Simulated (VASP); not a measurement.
VASP runs on Sn (beta) share one base input (PBE GGA, plane waves, VASP's PBE PAW potentials (set 64)) and change the settings named in each case.

**INCAR**
```
SYSTEM = Sn
PREC = Accurate
ENCUT = 400
EDIFF = 1E-6
NELM = 100
ALGO = Normal
LREAL = .FALSE.
LASPH = .TRUE.
ISMEAR = 1
SIGMA = 0.1
GGA = PE
LMAXMIX = 4
LWAVE = .FALSE.
LCHARG = .FALSE.
ISIF = 2
```

### POSCAR
```
Sn
1
   -2.9733000000     2.9733000000     1.6218000000
    2.9733000000    -2.9733000000     1.6218000000
    2.9733000000     2.9733000000    -1.6218000000
Sn
2
Direct
  0.2500000000   0.7500000000   0.5000000000
  0.0000000000   0.0000000000   0.0000000000
```

File KPOINTS:
```
Automatic mesh
0
Gamma
12 12 12
0 0 0
```

POTCAR, in this order: Sn_d (PBE.64 set). Program: vasp_std.

```
change            E(σ→0) (eV/atom)  plane waves
----------------  ----------------  -----------
base run                   -3.8056         1061
PREC = Low                       ?         1061
PREC = Normal              -3.8057         1061
PREC = Single              -3.8057         1061
ADDGRID = .TRUE.           -3.8056         1061
LASPH = .FALSE.            -3.8055         1061
LREAL = Auto               -3.8057         1061
```

Question: Some entries are withheld; supply them.

Answer: 
- PREC = Low, E(σ→0) (eV/atom): -3.8091

Unless said otherwise, spin-orbit coupling is left out, though it shifts the bands of the heavy elements here.

Left out are runs that ran out of time, are held back, or changed the cell or the kind of run, fixed moments of cells without a moment, rows past the twelfth, gaps on odd meshes, pressures of charged cells and columns that move by less than the noise.

The compound is Sn in the beta structure. The cell was not relaxed at this level.
